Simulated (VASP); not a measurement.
**Lattice of Rhodium, functional by functional**

How much does the relaxed cell of Rhodium depend on the functional? The starting structure is a measured crystal structure from the Crystallography Open Database. The first relaxation on each setting starts from this cell expanded by 3 % in volume.

Method: Kohn-Sham DFT with plane waves and PAW; PBEsol, LDA, PBE, PBEsol + D3(BJ), r2SCAN, r2SCAN + rVV10, rev-vdW-DF2 and AM05, in VASP 6.6.1.

### Step 1. Starting point

The structure is cubic, space group Fm-3m (No. 225). Conventional cell: a = 3.803 Å, b = 3.803 Å, c = 3.803 Å, α = 90.00°, β = 90.00°, γ = 90.00°. Nearest to Rh lie 12 Rh at 2.69 Å.

Structure file:

```cif
data_structure
_symmetry_space_group_name_H-M 'P 1'
_symmetry_Int_Tables_number 1
_cell_length_a 2.6892
_cell_length_b 2.6892
_cell_length_c 2.6892
_cell_angle_alpha 60.000
_cell_angle_beta 60.000
_cell_angle_gamma 60.000
_cell_volume 13.75
loop_
_atom_site_label
_atom_site_type_symbol
_atom_site_fract_x
_atom_site_fract_y
_atom_site_fract_z
_atom_site_occupancy
Rh1 Rh 0.00000 0.00000 0.00000 1
```

### Step 2. Relaxation with PBEsol

PBEsol restores the gradient expansion of exchange and is tuned for the cells of solids. This run starts from the cell of an earlier relaxation, which isn't shown; the restart sets up the plane waves anew.

The input, INCAR:

```
SYSTEM = Rh
PREC = Accurate
ENCUT = 450
EDIFF = 1E-06
NELM = 100
ISMEAR = 1
SIGMA = 0.15
LREAL = .FALSE.
ALGO = Normal
GGA = PS
NBANDS = 13
LORBIT = 11
LWAVE = .FALSE.
LCHARG = .FALSE.
KPAR = 4
IBRION = 2
NSW = 50
ISIF = 3
EDIFFG = -0.004
```

The input, POSCAR:

```
Rh
1.0
    0.0000000000      1.8897040445      1.8897040445
    1.8897040445      0.0000000000      1.8897040445
    1.8897040445      1.8897040445      0.0000000000
Rh
1
Direct
    0.0000000000      0.0000000000      0.0000000000
```

The input, KPOINTS:

```
Automatic mesh
0
Gamma
20 20 20
0 0 0
```

The projector-augmented-wave data sets are Rh_pv (PBE family, release 64).

Launch:

```bash
mpirun -np 4 vasp_std
```

Output:

```text
[banner, memory and clock lines left out]
running    4 mpi-ranks, on    1 nodes
 distrk:  each k-point on    1 cores,    4 groups
 distr:  one band on    1 cores,    1 groups

 POSCAR found type information on POSCAR Rh
 POSCAR found :  1 types and       1 ions
|                                                                             |
|               ----> ADVICE to this user running VASP <----                  |
|                                                                             |
|     You enforced a specific xc type in the INCAR file but a different       |
|     [... a line on the potential file left out ...]
|     I HOPE YOU KNOW WHAT YOU ARE DOING!                                     |
|                                                                             |

 LDA part: xc-table for (Slater+PW92), standard interpolation
 POSCAR, INCAR and KPOINTS ok, starting setup
 FFT: planning ... GRIDC
 FFT: planning ... GRID_SOFT
 FFT: planning ... GRID
 WAVECAR not read
 entering main loop
       N       E                     dE             d eps       ncg     rms          rms(c)
DAV:   1     0.108938179282E+03    0.10894E+03   -0.82912E+03  6687   0.112E+03
DAV:   2    -0.737773085617E+01   -0.11632E+03   -0.11114E+03  7111   0.336E+02
DAV:   3    -0.876446454904E+01   -0.13867E+01   -0.13841E+01  7906   0.410E+01
DAV:   4    -0.877099589202E+01   -0.65313E-02   -0.65304E-02  7719   0.290E+00
DAV:   5    -0.877107406516E+01   -0.78173E-04   -0.78163E-04  8071   0.285E-01    0.115E+01
DAV:   6    -0.815896109108E+01    0.61211E+00   -0.10277E+00  7806   0.149E+01    0.381E+00
DAV:   7    -0.814298771722E+01    0.15973E-01   -0.10691E-01  8031   0.260E+00    0.154E+00
DAV:   8    -0.813843864246E+01    0.45491E-02   -0.10295E-02  7456   0.146E+00    0.138E-01
DAV:   9    -0.813802352358E+01    0.41512E-03   -0.95831E-04  8016   0.447E-01    0.207E-02
DAV:  10    -0.813802815980E+01   -0.46362E-05   -0.94107E-06  7764   0.387E-02    0.728E-03
DAV:  11    -0.813802811691E+01    0.42889E-07   -0.14688E-06  6836   0.148E-02
   1 F= -.81380281E+01 E0= -.81383390E+01  d E =-.813803E+01
 curvature:   0.00 expect dE= 0.000E+00 dE for cont linesearch  0.000E+00
 trial: gam= 0.00000 g(F)=  0.305E-61 g(S)=  0.211E-04 ort = 0.000E+00 (trialstep = 0.100E+01)
 search vector abs. value=  0.211E-04
 bond charge predicted
       N       E                     dE             d eps       ncg     rms          rms(c)
DAV:   1    -0.813893934016E+01   -0.91118E-03   -0.12207E-02  6856   0.166E+00    0.224E-01
DAV:   2    -0.813801086146E+01    0.92848E-03   -0.18912E-03  6871   0.608E-01    0.366E-02
DAV:   3    -0.813800521773E+01    0.56437E-05   -0.23475E-05  7591   0.603E-02    0.208E-02
DAV:   4    -0.813801032276E+01   -0.51050E-05   -0.63880E-06  7056   0.297E-02    0.159E-03
DAV:   5    -0.813801012993E+01    0.19283E-06   -0.12627E-07  4268   0.519E-03
   2 F= -.81380101E+01 E0= -.81383189E+01  d E =0.179870E-04
 trial-energy change:    0.000018  1 .order    0.000018   -0.000021    0.000057
 step:   0.2708(harm=  0.2708)  dis= 0.00000  next Energy=    -8.138031 (dE=-0.286E-05)
 bond charge predicted
       N       E                     dE             d eps       ncg     rms          rms(c)
DAV:   1    -0.813852673825E+01   -0.51642E-03   -0.64962E-03  6846   0.121E+00    0.162E-01
DAV:   2    -0.813803678179E+01    0.48996E-03   -0.10092E-03  6851   0.444E-01    0.270E-02
DAV:   3    -0.813803174230E+01    0.50395E-05   -0.12110E-05  7456   0.433E-02    0.153E-02
DAV:   4    -0.813803056622E+01    0.11761E-05   -0.33578E-06  7021   0.216E-02    0.112E-03
DAV:   5    -0.813803064953E+01   -0.83310E-07   -0.62394E-08  3758   0.363E-03
   3 F= -.81380306E+01 E0= -.81383409E+01  d E =-.253262E-05
 curvature:  -0.14 expect dE=-0.243E-07 dE for cont linesearch -0.243E-07
 trial: gam= 0.00000 g(F)=  0.493E-62 g(S)=  0.179E-06 ort =-0.195E-05 (trialstep = 0.854E+00)
 search vector abs. value=  0.179E-06
 reached required accuracy - stopping structural energy minimisation
```

Wall time 30 s (4 MPI ranks of AMD EPYC 7R43, shared host); peak memory 0.48 GiB; 1.9 min of CPU time.

Lines that name or quote the potential files are left out of all logs, and their timing lines are given in words.

Parts of OUTCAR (step 2):

```text
ion  position               nearest neighbor table
   1  0.000  0.000  0.000-

  LATTYP: Found a face centered cubic cell.
 ALAT       =     3.7794080890

 Subroutine GETGRP returns: Found 48 space group operations
 (whereof 48 operations were pure point group operations)

The static configuration has the point symmetry O_h .

 Found    256 irreducible k-points:

   k-points           NKPTS =    256   k-points in BZ     NKDIM =    256   number of bands    NBANDS=     13

   dimension x,y,z NGX =    18 NGY =   18 NGZ =   18
   dimension x,y,z NGXF=    36 NGYF=   36 NGZF=   36

   ENCUT  =  450.0 eV  33.07 Ry    5.75 a.u.   4.62  4.62  4.62*2*pi/ulx,y,z

   NELECT =      15.0000    total number of electrons

 k-points in reciprocal lattice and weights: Automatic mesh
   0.00000000  0.00000000  0.00000000       0.000
   0.05000000  0.00000000  0.00000000       0.001
   0.10000000  0.00000000  0.00000000       0.001
   0.15000000  0.00000000  0.00000000       0.001
   0.20000000  0.00000000  0.00000000       0.001
   0.25000000  0.00000000  0.00000000       0.001
   0.30000000  0.00000000  0.00000000       0.001
   0.35000000  0.00000000  0.00000000       0.001
   0.40000000  0.00000000  0.00000000       0.001
[...]
-0.30000000  0.50000000  0.20000000       0.002
  -0.25000000  0.50000000  0.25000000       0.001

 average (electrostatic) potential at core
       1 -70.4338

 E-fermi :  12.1120

 k-point     1 :       0.0000    0.0000    0.0000
  band No.  band energies     occupation
    ...
      5       8.9183      2.00000
      6       8.9183      2.00000
      7       8.9183      2.00000
      8      11.0996      2.00000
      9      11.0996      2.00000
     10      28.0255      0.00000
     11      32.4267      0.00000
     12      33.5860      0.00000
     13      33.5860      0.00000

 k-point     2 :       0.0500    0.0000    0.0000
  band No.  band energies     occupation
    ...
      5       8.8709      2.00000
      6       8.9594      2.00000
      7       8.9594      2.00000
      8      11.0757      2.00000
      9      11.0757      2.00000
     10      28.1793      0.00000
     11      32.4241      0.00000
     12      33.0050      0.00000
     13      33.7392      0.00000

 k-point     3 :       0.1000    0.0000    0.0000
  band No.  band energies     occupation
    ...
      5       8.7477      2.00000
      6       9.0702      2.00000
      7       9.0702      2.00000
      8      11.0200      2.00000
      9      11.0200      2.00000
     10      28.6027      0.00000
     11      31.7332      0.00000
     12      32.4314      0.00000
     13      34.1869      0.00000

  Total        0.0011127      0.0011127      0.0011127      0.0000000      0.0000000      0.0000000
  in kB        0.1321604      0.1321604      0.1321604      0.0000000      0.0000000      0.0000000
  external PRESSURE =       0.1321604 kB  Pullay stress =       0.0000000 kB

  energy-cutoff  :      450.00
  volume of cell :       13.49
      direct lattice vectors                 reciprocal lattice vectors
     0.000000000  1.889405617  1.889405617    -0.264633489  0.264633489  0.264633489
     1.889405617 -0.000000000  1.889405617     0.264633489 -0.264633489  0.264633489
     1.889405617  1.889405617  0.000000000     0.264633489  0.264633489 -0.264633489

 POSITION                                       TOTAL-FORCE (eV/Angst)
 -----------------------------------------------------------------------------------
      0.00000      0.00000      0.00000        -0.000000     -0.000000     -0.000000
 -----------------------------------------------------------------------------------
    total drift:                                0.000000     -0.000000      0.000000

  FREE ENERGIE OF THE ION-ELECTRON SYSTEM (eV)
  ---------------------------------------------------
  free  energy   TOTEN  =        -8.1380306495 eV

  energy  without entropy=       -8.1389615213  energy(sigma->0) =       -8.13834094

 reached required accuracy - stopping structural energy minimisation

 total charge
# of ion       s       p       d       tot
------------------------------------------
    1        0.417   6.317   7.076  13.810

[... 3 further parts left out ...]
```

CONTCAR:

```
Rh
   1.00000000000000
     0.0000000000000000    1.8894056170465814    1.8894056170465814
     1.8894056170465814   -0.0000000000000000    1.8894056170465814
     1.8894056170465814    1.8894056170465814    0.0000000000000000
  Rh
     1
Direct
     0.0000000000000000    0.0000000000000000    0.0000000000000000
```

This run has no spin polarisation. Its electron count is odd, so without a moment it is a metal by construction. The PAW data sets were made with PBE, which is usual practice but a small mismatch for other functionals. The run keeps the 48 symmetry operations of its start, so it cannot find a distortion of lower symmetry.

With PBEsol the relaxed cell holds 13.490 Å³ an atom, -1.90 % against the measured cell, with a = 3.779 Å. Pressures at 0.985 and 1.015 times this volume, from two more relaxations that aren't shown, give a bulk modulus of 297.2 GPa.

### Step 3. Relaxation with LDA

LDA, the lowest rung, knows the local density alone. This run starts from the cell of an earlier relaxation, which isn't shown; the restart sets up the plane waves anew.

INCAR, as its differences from that of step 2:

```diff
@@ -9,3 +9,3 @@
 ALGO = Normal
-GGA = PS
+GGA = CA
 NBANDS = 13
```

The input, POSCAR:

```
Rh
1.0
    0.0000000000      1.8787169288      1.8787169288
    1.8787169288      0.0000000000      1.8787169288
    1.8787169288      1.8787169288      0.0000000000
Rh
1
Direct
    0.0000000000      0.0000000000      0.0000000000
```

KPOINTS is that of step 2.

PAW data sets: Rh_pv (LDA family, release 64).

Launch:

```bash
mpirun -np 4 vasp_std
```

Output:

```text
[banner, memory and clock lines left out]
running    4 mpi-ranks, on    1 nodes
[...]
LDA part: xc-table for (Slater(with rela. corr.)+CA(PZ))
 , standard interpolation
 POSCAR, INCAR and KPOINTS ok, starting setup
[...]
entering main loop
       N       E                     dE             d eps       ncg     rms          rms(c)
DAV:   1     0.107283905880E+03    0.10728E+03   -0.82625E+03  6685   0.112E+03
DAV:   2    -0.789059542763E+01   -0.11517E+03   -0.11025E+03  7091   0.336E+02
DAV:   3    -0.924602969402E+01   -0.13554E+01   -0.13529E+01  7891   0.408E+01
DAV:   4    -0.925206288720E+01   -0.60332E-02   -0.60324E-02  7721   0.280E+00
[...]
DAV:   9    -0.868420836687E+01    0.19493E-03   -0.50301E-04  7881   0.329E-01    0.280E-02
DAV:  10    -0.868421542089E+01   -0.70540E-05   -0.38968E-06  7716   0.218E-02    0.963E-03
DAV:  11    -0.868421456481E+01    0.85607E-06   -0.20411E-06  7315   0.198E-02
   1 F= -.86842146E+01 E0= -.86845002E+01  d E =-.868421E+01
[...]
DAV:   2    -0.868417827884E+01    0.28450E-02   -0.58811E-03  6761   0.108E+00    0.649E-02
DAV:   3    -0.868415057064E+01    0.27708E-04   -0.72757E-05  7276   0.107E-01    0.366E-02
DAV:   4    -0.868415403025E+01   -0.34596E-05   -0.19059E-05  6886   0.494E-02    0.252E-03
DAV:   5    -0.868415391956E+01    0.11069E-06   -0.35288E-07  5248   0.871E-03
   2 F= -.86841539E+01 E0= -.86844357E+01  d E =0.606453E-04
 trial-energy change:    0.000061  1 .order    0.000059   -0.000066    0.000184
 step:   0.2637(harm=  0.2637)  dis= 0.00000  next Energy=    -8.684223 (dE=-0.868E-05)
[...]
N       E                     dE             d eps       ncg     rms          rms(c)
DAV:   1    -0.868578230505E+01   -0.16283E-02   -0.20771E-02  6736   0.218E+00    0.288E-01
DAV:   2    -0.868423537339E+01    0.15469E-02   -0.32137E-03  6726   0.797E-01    0.491E-02
DAV:   3    -0.868422144198E+01    0.13931E-04   -0.37789E-05  7246   0.770E-02    0.275E-02
DAV:   4    -0.868422327133E+01   -0.18293E-05   -0.10098E-05  6851   0.359E-02    0.176E-03
DAV:   5    -0.868422323845E+01    0.32882E-07   -0.17396E-07  4603   0.608E-03
   3 F= -.86842232E+01 E0= -.86845078E+01  d E =-.867363E-05
[...]
reached required accuracy - stopping structural energy minimisation
```

Run time: 29 s. Hardware: 4 MPI ranks; peak memory 0.45 GiB; 1.8 min of CPU time.

Parts of OUTCAR (step 3):

```text
  Total        0.0012353      0.0012353      0.0012353      0.0000000      0.0000000     -0.0000000
  in kB        0.1493619      0.1493619      0.1493619      0.0000000      0.0000000     -0.0000000
  external PRESSURE =       0.1493619 kB  Pullay stress =       0.0000000 kB

 POSITION                                       TOTAL-FORCE (eV/Angst)
 -----------------------------------------------------------------------------------
      0.00000      0.00000      0.00000        -0.000000      0.000000      0.000000
 -----------------------------------------------------------------------------------
    total drift:                                0.000000     -0.000000      0.000000

  FREE ENERGIE OF THE ION-ELECTRON SYSTEM (eV)
  ---------------------------------------------------
  free  energy   TOTEN  =        -8.6842232384 eV

  energy  without entropy=       -8.6850770211  energy(sigma->0) =       -8.68450783

[... 2 parts as in an earlier step ...]

[... 2 further parts left out ...]
[key lines of the parts left out:]
E-fermi :  12.4106
```

With LDA the relaxed cell holds 13.251 Å³ an atom, -3.64 % against the measured cell, with a = 3.756 Å. That is -1.77 % from PBEsol. Pressures at 0.985 and 1.015 times this volume, from two more relaxations that aren't shown, give a bulk modulus of 318.0 GPa.

### Step 4. Relaxation with PBE

PBE, the usual starting point, adds the gradient of the density.

INCAR, as its differences from that of step 3:

```diff
@@ -9,3 +9,3 @@
 ALGO = Normal
-GGA = CA
+GGA = PE
 NBANDS = 13
```

The input, POSCAR:

```
Rh
1.0
    0.0000000000      1.9203784522      1.9203784522
    1.9203784522      0.0000000000      1.9203784522
    1.9203784522      1.9203784522      0.0000000000
Rh
1
Direct
    0.0000000000      0.0000000000      0.0000000000
```

KPOINTS is that of step 3.

PAW data sets: Rh_pv (PBE family, release 64).

Launch:

```bash
mpirun -np 4 vasp_std
```

Output:

```text
[banner, memory and clock lines left out]
running    4 mpi-ranks, on    1 nodes
[...]
LDA part: xc-table for (Slater+PW92), standard interpolation
 POSCAR, INCAR and KPOINTS ok, starting setup
[...]
entering main loop
       N       E                     dE             d eps       ncg     rms          rms(c)
DAV:   1     0.109699008671E+03    0.10970E+03   -0.83144E+03  6696   0.111E+03
DAV:   2    -0.634686362593E+01   -0.11605E+03   -0.11117E+03  7151   0.333E+02
DAV:   3    -0.775528603901E+01   -0.14084E+01   -0.14055E+01  7861   0.410E+01
DAV:   4    -0.776213834114E+01   -0.68523E-02   -0.68516E-02  7762   0.296E+00
[...]
DAV:  10    -0.725751505772E+01   -0.13318E-05   -0.12004E-05  7786   0.451E-02    0.923E-03
DAV:  11    -0.725751286269E+01    0.21950E-05   -0.44274E-07  5652   0.761E-03    0.252E-04
DAV:  12    -0.725751290799E+01   -0.45304E-07   -0.22612E-08  5133   0.186E-03
   1 F= -.72575129E+01 E0= -.72579239E+01  d E =-.725751E+01
[...]
DAV:   5    -0.725338720256E+01   -0.12163E-04   -0.27346E-05  8451   0.649E-02    0.176E-02
DAV:   6    -0.725336980512E+01    0.17397E-04   -0.35819E-06  6991   0.261E-02    0.138E-03
DAV:   7    -0.725337010526E+01   -0.30015E-06   -0.44312E-08  4263   0.285E-03
   2 F= -.72533701E+01 E0= -.72537358E+01  d E =0.414280E-02
 trial-energy change:    0.004143  1 .order    0.004326   -0.006152    0.014804
 step:   0.3047(harm=  0.2936)  dis= 0.00000  next Energy=    -7.258455 (dE=-0.942E-03)
[...]
N       E                     dE             d eps       ncg     rms          rms(c)
DAV:   1    -0.739375723778E+01   -0.14039E+00   -0.17634E+00  6846   0.199E+01    0.251E+00
DAV:   2    -0.725879544578E+01    0.13496E+00   -0.28202E-01  6726   0.736E+00    0.529E-01
DAV:   3    -0.725813905783E+01    0.65639E-03   -0.29113E-03  7556   0.652E-01    0.300E-01
DAV:   4    -0.725844945737E+01   -0.31040E-03   -0.82915E-04  7041   0.351E-01    0.230E-02
DAV:   5    -0.725845972661E+01   -0.10269E-04   -0.16496E-05  8451   0.523E-02    0.141E-02
DAV:   6    -0.725846001234E+01   -0.28574E-06   -0.13495E-06  5849   0.161E-02
   3 F= -.72584600E+01 E0= -.72588569E+01  d E =-.947104E-03
[...]
reached required accuracy - stopping structural energy minimisation
```

Wall time 48 s (4 MPI ranks); peak memory 0.53 GiB.

OUTCAR, selected parts (step 4):

```text
  Total       -0.0009247     -0.0009247     -0.0009247      0.0000000      0.0000000      0.0000000
  in kB       -0.1055507     -0.1055507     -0.1055507      0.0000000      0.0000000      0.0000000
  external PRESSURE =      -0.1055507 kB  Pullay stress =       0.0000000 kB

 POSITION                                       TOTAL-FORCE (eV/Angst)
 -----------------------------------------------------------------------------------
      0.00000      0.00000      0.00000        -0.000000      0.000000      0.000000
 -----------------------------------------------------------------------------------
    total drift:                               -0.000000     -0.000000     -0.000000

  FREE ENERGIE OF THE ION-ELECTRON SYSTEM (eV)
  ---------------------------------------------------
  free  energy   TOTEN  =        -7.2584600123 eV

  energy  without entropy=       -7.2596506771  energy(sigma->0) =       -7.25885690

[... 2 parts as in an earlier step ...]

[... 2 further parts left out ...]
[key lines of the parts left out:]
E-fermi :  11.5309
```

With PBE the relaxed cell holds 14.036 Å³ an atom, +2.07 % against the measured cell, with a = 3.829 Å. That is +4.05 % from PBEsol. Pressures at 0.985 and 1.015 times this volume, from two more relaxations that aren't shown, give a bulk modulus of 258.6 GPa.

[end of part 1 of 2]

[Lines on the potential files, build, host, timing and source positions are cut from VASP's logs without a mark.]

[Logs are printed without paths, hosts, clocks, repeated set-up lines and the standing remarks that a program may print on its own settings, such as how far it seeks lower states.]

[Hosts, paths, dates, database ids (printed as entryN), source tags and the programs' standing remarks are cut or masked in the printed files.]
